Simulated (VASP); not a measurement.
Input:

```
YN
1.0
    0.00000     2.45180     2.45180
    2.45180     0.00000     2.45180
    2.45180     2.45180     0.00000
Y N
1 1
Direct
  0.00000   0.00000   0.00000
  0.50000   0.50000   0.50000
```

Level of theory: PBEsol GGA, VASP's PBE PAW potentials (set 64) (plane waves; VASP). Settings: 520 eV cut-off, 9×9×9 Γ-centred mesh, Gaussian smearing of 0.050 eV, potentials Y_sv N.

**Question.** Give the stress tensor in GPa (positive for a compressed cell).

**Answer.** 
```
-4.77   0.00   0.00
 0.00  -4.77   0.00
 0.00   0.00  -4.77
```
The pressure is its mean diagonal, -4.77 GPa.

The compound is YN in the rock salt structure. This cell is one point of a volume scan, at 1.03 of the reference volume.
